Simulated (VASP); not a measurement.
# Fe3PO7 (Grattarolaite): structure and properties in VASP, part 6 of 8

How well does PBEsol + U reproduce what experiment finds for Fe3PO7 (Grattarolaite)? The cell is relaxed first, and properties follow on it. The start is a cell from a database of measured crystal structures.

VASP 6.6.1; PBEsol, DFT+U (Fe d 4 eV), spin-polarised from a ferromagnetic start; plane waves and PAW (Fe, P, O).

Still holding for the runs below: The magnetic state follows from one typed start and may not be the lowest.

So far, gap on the k-mesh (eV): step 2 (full relaxation (PBEsol + U)) 1.79; step 5 (density of states (PBEsol + U)) 1.76. The relaxed cell has a = 8.026, c = 6.885 Å (conventional setting).

**6. Vibrations at Γ (PBEsol + U)**

Zone-centre modes test whether the atoms sit at a minimum within this cell. IBRION = 6 takes the force constants from differences of forces between displaced cells, so the forces must be tight.

INCAR

```
SYSTEM = Fe3PO7
PREC = Accurate
ENCUT = 520
EDIFF = 1E-08
NELM = 100
ISMEAR = 0
SIGMA = 0.05
LREAL = .FALSE.
ALGO = Normal
GGA = PS
NBANDS = 61
ISPIN = 2
MAGMOM = 4.325 4.325 4.325 0.031 0.158 0.359 0.359 0.359 0.122 0.122 0.122
LDAU = .TRUE.
LDAUTYPE = 2
LDAUL = 2 -1 -1
LDAUU = 4 0 0
LDAUJ = 0 0 0
LDAUPRINT = 1
LASPH = .TRUE.
LMAXMIX = 4
LORBIT = 11
LWAVE = .FALSE.
LCHARG = .FALSE.
KPAR = 8
IBRION = 6
NFREE = 2
POTIM = 0.015
ISIF = 2
NSW = 1
```

POSCAR

```
Fe3PO7
1.0
    4.0131358779      2.3169850794      2.2950053484
   -4.0131358779      2.3169850794      2.2950053484
    0.0000000000     -4.6339701588      2.2950053484
Fe P O
3 1 7
Direct
    0.5397198143      0.1503095739      0.5397198143
    0.5397198143      0.5397198143      0.1503095739
    0.1503095739      0.5397198143      0.5397198143
    0.0000821785      0.0000821785      0.0000821785
    0.2305545627      0.2305545627      0.2305545627
    0.3878148672      0.7673479303      0.3878148672
    0.3878148672      0.3878148672      0.7673479303
    0.7673479303      0.3878148672      0.3878148672
    0.8308162105      0.1472039706      0.8308162105
    0.8308162105      0.8308162105      0.1472039706
    0.1472039706      0.8308162105      0.8308162105
```

KPOINTS

```
Automatic mesh
0
Gamma
5 5 5
0 0 0
```

Potentials, in the order of the species: Fe, P and O (PBE family, release 64).

Command:

```sh
mpirun -np 8 vasp_std
```

Output:

```text
[... set-up lines as in an earlier step ...]
 entering main loop
       N       E                     dE             d eps       ncg     rms          rms(c)
DAV:   1     0.821408620966E+03    0.82141E+03   -0.31144E+04  4636   0.126E+03
DAV:   2     0.295347437744E+02   -0.79187E+03   -0.69670E+03  4796   0.358E+02
DAV:   3    -0.970411426142E+02   -0.12658E+03   -0.12171E+03  5355   0.161E+02
DAV:   4    -0.102220596457E+03   -0.51795E+01   -0.51341E+01  5635   0.354E+01
DAV:   5    -0.102330915791E+03   -0.11032E+00   -0.11020E+00  5459   0.519E+00    0.490E+01
DAV:   6    -0.798957659154E+02    0.22435E+02   -0.77429E+01  6691   0.959E+01    0.661E+01
DAV:   7    -0.810046687831E+02   -0.11089E+01   -0.13194E+01  5944   0.284E+01    0.333E+01
DAV:   8    -0.807266222803E+02    0.27805E+00   -0.17198E+00  7088   0.990E+00    0.212E+01
DAV:   9    -0.805764279063E+02    0.15019E+00   -0.32115E-01  6794   0.102E+01    0.599E+00
DAV:  10    -0.806144552753E+02   -0.38027E-01   -0.10244E-01  5319   0.493E+00    0.813E-01
DAV:  11    -0.806098494274E+02    0.46058E-02   -0.24443E-02  6249   0.209E+00    0.367E-01
DAV:  12    -0.806104328164E+02   -0.58339E-03   -0.65259E-03  5571   0.388E-01    0.172E-01
DAV:  13    -0.806105778652E+02   -0.14505E-03   -0.49924E-04  5537   0.171E-01    0.106E-01
DAV:  14    -0.806106344329E+02   -0.56568E-04   -0.74625E-05  5840   0.715E-02    0.580E-02
DAV:  15    -0.806106606461E+02   -0.26213E-04   -0.23088E-05  6497   0.480E-02    0.194E-02
DAV:  16    -0.806106619693E+02   -0.13232E-05   -0.10203E-05  5664   0.271E-02    0.121E-02
DAV:  17    -0.806106615680E+02    0.40127E-06   -0.20948E-06  5619   0.114E-02    0.674E-03
DAV:  18    -0.806106615332E+02    0.34836E-07   -0.19142E-07  5376   0.312E-03    0.300E-03
DAV:  19    -0.806106615001E+02    0.33091E-07   -0.60393E-08  5355   0.139E-03    0.107E-03
DAV:  20    -0.806106614662E+02    0.33943E-07   -0.12480E-08  3683   0.137E-03    0.348E-04
DAV:  21    -0.806106614570E+02    0.91895E-08   -0.96186E-09  3584   0.741E-04
   1 F= -.80610661E+02 E0= -.80610661E+02  d E =-.402357E-13  mag=    15.0000
 Found    10 degrees of freedom:
 Finite differences POTIM= 0.01500 DOF=  10
 bond charge predicted
       N       E                     dE             d eps       ncg     rms          rms(c)
DAV:   1    -0.805945781345E+02    0.16083E-01   -0.84870E-01 16008   0.286E+00    0.102E+00
DAV:   2    -0.806064568521E+02   -0.11879E-01   -0.12406E-02 16427   0.513E-01    0.520E-01
DAV:   3    -0.806090187244E+02   -0.25619E-02   -0.95837E-04 18116   0.191E-01    0.159E-01
DAV:   4    -0.806089251025E+02    0.93622E-04   -0.13967E-04 18270   0.558E-02    0.102E-01
DAV:   5    -0.806089088471E+02    0.16255E-04   -0.10804E-04 18444   0.430E-02    0.238E-02
DAV:   6    -0.806089112012E+02   -0.23542E-05   -0.12263E-05 16940   0.213E-02    0.128E-02
DAV:   7    -0.806089111836E+02    0.17624E-07   -0.21762E-06 20411   0.115E-02    0.687E-03
DAV:   8    -0.806089112144E+02   -0.30774E-07   -0.32820E-07 21921   0.667E-03    0.333E-03
DAV:   9    -0.806089112507E+02   -0.36300E-07   -0.11505E-07 19480   0.237E-03    0.105E-03
DAV:  10    -0.806089112532E+02   -0.24720E-08   -0.10820E-08 11455   0.818E-04
   2 F= -.80608911E+02 E0= -.80608911E+02  d E =-.547180E-12  mag=    15.0000
[... from here on, the cycles between the ionic steps are left out ...]
   3 F= -.80608725E+02 E0= -.80608725E+02  d E =-.393298E-14  mag=    15.0000
   4 F= -.80608839E+02 E0= -.80608839E+02  d E =-.128891E-12  mag=    15.0000
   5 F= -.80608583E+02 E0= -.80608583E+02  d E =-.196129E-13  mag=    15.0000
   6 F= -.80604148E+02 E0= -.80604148E+02  d E =-.434782E-11  mag=    15.0000
   7 F= -.80604148E+02 E0= -.80604148E+02  d E =-.697509E-11  mag=    15.0000
   8 F= -.80605347E+02 E0= -.80605347E+02  d E =-.100555E-17  mag=    15.0000
   9 F= -.80605469E+02 E0= -.80605469E+02  d E =-.274029E-21  mag=    15.0000
  10 F= -.80609650E+02 E0= -.80609650E+02  d E =-.155873E-12  mag=    15.0000
  11 F= -.80609650E+02 E0= -.80609650E+02  d E =-.175308E-13  mag=    15.0000
  12 F= -.80606979E+02 E0= -.80606979E+02  d E =-.448349E-12  mag=    15.0000
  13 F= -.80606552E+02 E0= -.80606552E+02  d E =-.487522E-14  mag=    15.0000
  14 F= -.80609245E+02 E0= -.80609245E+02  d E =-.296089E-13  mag=    15.0000
  15 F= -.80609361E+02 E0= -.80609361E+02  d E =-.714142E-13  mag=    15.0000
  16 F= -.80609012E+02 E0= -.80609012E+02  d E =-.510103E-13  mag=    15.0000
  17 F= -.80609330E+02 E0= -.80609330E+02  d E =-.548794E-13  mag=    15.0000
  18 F= -.80606812E+02 E0= -.80606812E+02  d E =-.475735E-13  mag=    15.0000
  19 F= -.80607136E+02 E0= -.80607136E+02  d E =-.137344E-12  mag=    15.0000
  20 F= -.80609203E+02 E0= -.80609203E+02  d E =-.123670E-12  mag=    15.0000
 Finite differences progress:
  Degree of freedom:  10/ 10
  Displacement:        1/  2
  Total:              19/ 20
 bond charge predicted
       N       E                     dE             d eps       ncg     rms          rms(c)
DAV:   1    -0.806066866295E+02    0.25160E-02   -0.38041E+00  9516   0.736E+00    0.725E-01
DAV:   2    -0.806098627269E+02   -0.31761E-02   -0.52208E-02 11883   0.152E+00    0.539E-01
DAV:   3    -0.806095103947E+02    0.35233E-03   -0.16764E-03 12883   0.508E-01    0.339E-01
DAV:   4    -0.806092487500E+02    0.26164E-03   -0.64744E-04 12648   0.238E-01    0.196E-01
DAV:   5    -0.806092478872E+02    0.86283E-06   -0.30976E-04 12872   0.221E-01    0.451E-02
DAV:   6    -0.806092492442E+02   -0.13570E-05   -0.40841E-05 10542   0.470E-02    0.321E-02
DAV:   7    -0.806092489752E+02    0.26896E-06   -0.48383E-06 12336   0.138E-02    0.170E-02
DAV:   8    -0.806092486375E+02    0.33770E-06   -0.19477E-06 12544   0.177E-02    0.495E-03
DAV:   9    -0.806092486108E+02    0.26680E-07   -0.36931E-07 12248   0.400E-03    0.260E-03
DAV:  10    -0.806092486147E+02   -0.38726E-08   -0.45803E-08 10232   0.124E-03
  21 F= -.80609249E+02 E0= -.80609249E+02  d E =-.153575E-13  mag=    15.0000
 Finite differences progress:
  Degree of freedom:  10/ 10
  Displacement:        2/  2
  Total:              20/ 20
```

Run time: 28 min. Hardware: 8 MPI ranks of Intel Xeon Platinum 8259CL at 2.50GHz (Skylake/Cascade Lake), shared host; peak memory 9.7 GiB.

From OUTCAR (step 6):

```text
   k-points           NKPTS =     19   k-points in BZ     NKDIM =     19   number of bands    NBANDS=     61

   NELECT =      71.0000    total number of electrons

atom =   1  type =  1  l = 2

 onsite density matrix

spin component  1

  1.0032  0.0001 -0.0104 -0.0204  0.0012
  0.0001  1.0089  0.0012 -0.0229 -0.0202
 -0.0104  0.0012  0.9966 -0.0021  0.0060
 -0.0204 -0.0229 -0.0021  1.0353  0.0001
  0.0012 -0.0202  0.0060  0.0001  1.0046

spin component  2

  0.1523 -0.0175 -0.0353 -0.0385  0.0053
 -0.0175  0.1546  0.0087 -0.0499 -0.0587
 -0.0353  0.0087  0.1332 -0.0151  0.0204
 -0.0385 -0.0499 -0.0151  0.2122 -0.0175
  0.0053 -0.0587  0.0204 -0.0175  0.1584

 occupancies and eigenvectors

  o =  0.0726  v =  0.0000  0.0000  0.0000  0.0000  0.0000  0.3060  0.6850 -0.0000  0.3955  0.5299      0.0000  0.0000  0.0000  0.0000  0.0000  0.0000  0.0000  0.0000  0.0000  0.0000
  o =  0.0929  v =  0.0000  0.0000  0.0000  0.0000  0.0000 -0.5545  0.1049 -0.7389 -0.1817  0.3201      0.0000  0.0000  0.0000  0.0000  0.0000  0.0000  0.0000  0.0000  0.0000  0.0000
  o =  0.1811  v =  0.0000  0.0000  0.0000  0.0000  0.0000  0.6288 -0.0744 -0.6713  0.1288 -0.3630      0.0000  0.0000  0.0000  0.0000  0.0000  0.0000  0.0000  0.0000  0.0000  0.0000
  o =  0.2146  v =  0.0000  0.0000  0.0000  0.0000  0.0000  0.3955 -0.5299  0.0000 -0.3060  0.6850      0.0000  0.0000  0.0000  0.0000  0.0000  0.0000  0.0000  0.0000  0.0000  0.0000
  o =  0.2494  v =  0.0000  0.0000  0.0000  0.0000  0.0000  0.2172  0.4832  0.0572 -0.8369 -0.1254      0.0000  0.0000  0.0000  0.0000  0.0000  0.0000  0.0000  0.0000  0.0000  0.0000
  o =  0.9798  v = -0.3095 -0.6802  0.0000 -0.3927 -0.5361  0.0000  0.0000  0.0000  0.0000  0.0000      0.0000  0.0000  0.0000  0.0000  0.0000  0.0000  0.0000  0.0000  0.0000  0.0000
  o =  0.9835  v = -0.5993  0.1217 -0.6796 -0.2108  0.3460  0.0000  0.0000  0.0000  0.0000  0.0000      0.0000  0.0000  0.0000  0.0000  0.0000  0.0000  0.0000  0.0000  0.0000  0.0000
  o =  1.0077  v =  0.5410 -0.1348 -0.7328  0.2336 -0.3124  0.0000  0.0000  0.0000  0.0000  0.0000      0.0000  0.0000  0.0000  0.0000  0.0000  0.0000  0.0000  0.0000  0.0000  0.0000
  o =  1.0212  v =  0.3927 -0.5361  0.0000 -0.3095  0.6802  0.0000  0.0000  0.0000  0.0000  0.0000      0.0000  0.0000  0.0000  0.0000  0.0000  0.0000  0.0000  0.0000  0.0000  0.0000
  o =  1.0564  v = -0.3132 -0.4658  0.0346  0.8069  0.1808  0.0000  0.0000  0.0000  0.0000  0.0000      0.0000  0.0000  0.0000  0.0000  0.0000  0.0000  0.0000  0.0000  0.0000  0.0000

atom =   2  type =  1  l = 2

 onsite density matrix

spin component  1

  1.0050 -0.0000  0.0000 -0.0203 -0.0000
 -0.0000  1.0474 -0.0024 -0.0000 -0.0198
  0.0000 -0.0024  0.9964 -0.0000 -0.0121
 -0.0203 -0.0000 -0.0000  0.9956  0.0000
 -0.0000 -0.0198 -0.0121  0.0000  1.0021

spin component  2

  0.1605 -0.0001 -0.0000 -0.0701  0.0000
 -0.0001  0.2403 -0.0175  0.0000 -0.0275
 -0.0000 -0.0175  0.1324 -0.0000 -0.0415
 -0.0701  0.0000 -0.0000  0.1259  0.0001
  0.0000 -0.0275 -0.0415  0.0001  0.1493

 occupancies and eigenvectors

  o =  0.0710  v =  0.0000  0.0000  0.0000  0.0000  0.0000 -0.6165  0.0000 -0.0002 -0.7873  0.0010      0.0000  0.0000  0.0000  0.0000  0.0000  0.0000  0.0000  0.0000  0.0000  0.0000
  o =  0.0920  v =  0.0000  0.0000  0.0000  0.0000  0.0000  0.0006  0.2058  0.7430  0.0002  0.6369      0.0000  0.0000  0.0000  0.0000  0.0000  0.0000  0.0000  0.0000  0.0000  0.0000
  o =  0.1817  v =  0.0000  0.0000  0.0000  0.0000  0.0000 -0.0010 -0.1439  0.6667 -0.0003 -0.7313      0.0000  0.0000  0.0000  0.0000  0.0000  0.0000  0.0000  0.0000  0.0000  0.0000
  o =  0.2154  v =  0.0000  0.0000  0.0000  0.0000  0.0000  0.7873  0.0015  0.0001 -0.6165 -0.0010      0.0000  0.0000  0.0000  0.0000  0.0000  0.0000  0.0000  0.0000  0.0000  0.0000
  o =  0.2483  v =  0.0000  0.0000  0.0000  0.0000  0.0000 -0.0015  0.9680 -0.0588  0.0009 -0.2441      0.0000  0.0000  0.0000  0.0000  0.0000  0.0000  0.0000  0.0000  0.0000  0.0000
[...]
X         Y         Z           dx          dy          dz
      1.562756 -0.902258  2.822281     0.026648    0.067043   -0.000850
      0.000000  1.804515  2.822281    -0.001429    0.020285    0.001651
     -1.562756 -0.902258  2.822281    -0.027884    0.067979   -0.000801
      0.000000  0.000000  0.000566     0.003852   -0.224481    0.000000
      0.000000  0.000000  1.587372    -0.005092    0.296778   -0.000000
     -1.523118  0.879372  3.541142     0.319401    0.082135   -0.265255
      0.000000 -1.758745  3.541142    -0.004619   -0.457488    0.515199
      1.523118  0.879372  3.541142    -0.309936    0.092934   -0.249944
      2.743429 -1.583919  4.151289    -0.005507   -0.000473    0.071940
      0.000000  3.167839  4.151289     0.000063    0.008804   -0.139727
     -2.743429 -1.583919  4.151289     0.005312   -0.000659    0.067787

   7 f  =   17.692827 THz   111.167313 2PiTHz  590.169194 cm-1    73.171621 meV
             X         Y         Z           dx          dy          dz
      1.562756 -0.902258  2.822281    -0.122796    0.070897    0.153081
      0.000000  1.804515  2.822281     0.000000   -0.141793    0.153081
     -1.562756 -0.902258  2.822281     0.122796    0.070897    0.153081
      0.000000  0.000000  0.000566    -0.000000    0.000000    0.204398
      0.000000  0.000000  1.587372     0.000000   -0.000000   -0.030428
     -1.523118  0.879372  3.541142     0.310204   -0.179096   -0.383270
      0.000000 -1.758745  3.541142    -0.000000    0.358193   -0.383270
      1.523118  0.879372  3.541142    -0.310204   -0.179096   -0.383270
      2.743429 -1.583919  4.151289     0.012349   -0.007130    0.012570
      0.000000  3.167839  4.151289     0.000000    0.014259    0.012570
     -2.743429 -1.583919  4.151289    -0.012349   -0.007130    0.012570

   8 f  =   16.814974 THz   105.651595 2PiTHz  560.887145 cm-1    69.541112 meV
             X         Y         Z           dx          dy          dz
      1.562756 -0.902258  2.822281    -0.076865    0.046260   -0.175178
      0.000000  1.804515  2.822281     0.003266    0.000100    0.000195
     -1.562756 -0.902258  2.822281    -0.076775   -0.046215    0.174983
      0.000000  0.000000  0.000566     0.557061   -0.000538    0.000000
      0.000000  0.000000  1.587372    -0.344863    0.000333    0.000000
     -1.523118  0.879372  3.541142    -0.084348    0.076582    0.213534
      0.000000 -1.758745  3.541142     0.048378    0.000124   -0.000238
      1.523118  0.879372  3.541142    -0.084200   -0.076590   -0.213296
      2.743429 -1.583919  4.151289     0.118063   -0.220997    0.298583
      0.000000  3.167839  4.151289    -0.265159   -0.000237   -0.000333
     -2.743429 -1.583919  4.151289     0.117636    0.221263   -0.298251

   9 f  =   16.814974 THz   105.651595 2PiTHz  560.887145 cm-1    69.541112 meV
             X         Y         Z           dx          dy          dz
      1.562756 -0.902258  2.822281    -0.046163    0.023385   -0.100914
      0.000000  1.804515  2.822281    -0.000003    0.103515    0.202165
    [... 342 further lines ...]
      2.743429 -1.583919  4.151289    -0.000021    0.000012    0.226828
      0.000000  3.167839  4.151289     0.000000   -0.000024    0.226828
     -2.743429 -1.583919  4.151289     0.000021    0.000012    0.226828

 ELASTIC MODULI CONTR FROM IONIC RELAXATION (kBar)
 Direction    XX          YY          ZZ          XY          YZ          ZX
 --------------------------------------------------------------------------------
 XX       -1399.3947   -128.9995     94.8595      0.0000    312.7740     -0.0000
 YY        -128.9995  -1399.3947     94.8595      0.0000   -312.7740     -0.0000
 ZZ          94.8595     94.8595   -834.8747     -0.0000      0.0000      0.0000
 XY          -0.0000      0.0000     -0.0000   -635.1976     -0.0000    312.7744
 YZ         312.7740   -312.7740      0.0000     -0.0000   -506.5666      0.0000
 ZX          -0.0000     -0.0000     -0.0000    312.7744      0.0000   -506.5721
 --------------------------------------------------------------------------------

 magnetization (x)
# of ion       s       p       d       tot
------------------------------------------
    1        0.027   0.066   4.232   4.325
    2        0.027   0.066   4.232   4.325
    3        0.027   0.066   4.232   4.325
    4        0.009   0.022   0.000   0.031
    5        0.016   0.141   0.000   0.157
    6        0.017   0.342   0.000   0.359
    7        0.017   0.342   0.000   0.359
    8        0.017   0.342   0.000   0.359
    9        0.011   0.111   0.000   0.122
   10        0.011   0.111   0.000   0.122
   11        0.011   0.111   0.000   0.122
--------------------------------------------------
tot          0.190   1.719  12.696  14.605

[... 7 parts as in an earlier step ...]

[... 14 further parts left out ...]
[key lines of the parts left out:]
E-fermi :   2.2043
```

The last energy, forces, stress and levels in OUTCAR belong to the last displaced cell, not to the cell of POSCAR.

This step gave:

```
bands                     : 61
irreducible k-points      : 19
pressure of the cell      : 0.04082 GPa
largest force of the cell : 0.01004 eV/Å
```

Transverse limit, no LO-TO splitting. Modes at Γ, with each element's share of the kinetic energy:

```tsv
mode	frequency (cm⁻¹)	Fe %	P %	O %
1	34.1	25	0	75
2	129.6	24	12	65
3	129.6	24	12	65
4	174.4	69	1	30
5	174.4	69	1	30
6	217.3	70	10	20
7	221.0	65	0	35
8	229.5	20	0	80
9	229.5	20	0	80
10	283.8	10	2	88
11	314.3	19	4	77
12	314.3	19	4	77
13	344.3	45	3	52
14	362.0	91	1	8
15	362.0	91	1	8
16	372.2	1	2	97
17	372.2	1	2	97
18	509.8	10	0	90
19	511.8	7	34	59
20	540.2	13	0	86
21	540.2	13	0	86
22	560.9	8	31	61
23	560.9	8	31	61
24	590.2	13	4	83
25	640.7	1	5	94
26	640.7	1	5	94
27	883.2	1	32	67
28	1010.4	0	4	95
29	1042.3	0	35	65
30	1042.3	0	35	65
```

Displacements in mode 1 (34.1 cm⁻¹), the largest set to 1:
```
Fe1  0.16  0.29  0.00
Fe2 -0.33  0.00  0.00
Fe3  0.16 -0.29  0.00
P4   0.00  0.00  0.00
O5   0.00  0.00  0.00
O6  -0.19 -0.33  0.00
O7   0.38  0.00  0.00
O8  -0.19  0.33  0.00
O9   0.50  0.87  0.00
O10 -1.00  0.00  0.00
O11  0.50 -0.87  0.00
```

Displacements in mode 5 (174.4 cm⁻¹), the largest set to 1:
```
Fe1 -0.34  0.16 -0.82
Fe2  0.31  0.21  0.47
Fe3  0.03 -0.37  0.35
P4  -0.12  0.08  0.00
O5  -0.36  0.25  0.00
O6  -0.10  0.04 -0.44
O7   0.16  0.06  0.25
O8   0.05 -0.18  0.19
O9   0.19 -0.13 -1.00
O10  0.12 -0.13  0.58
O11  0.15 -0.07  0.42
```

The three acoustic modes lie within 0.4 cm⁻¹ of zero, and all others are real.

[end of part 6 of 8]

[Lines on the potential files, build, host, timing and source positions are cut from VASP's logs without a mark.]

[Logs are printed without paths, hosts, clocks, repeated set-up lines and the standing remarks that a program may print on its own settings, such as how far it seeks lower states.]

[Hosts, paths, dates, database ids (printed as entryN), source tags and the programs' standing remarks are cut or masked in the printed files.]

[A measured line is paired with the nearest computed mode of its activity, which favours agreement.]
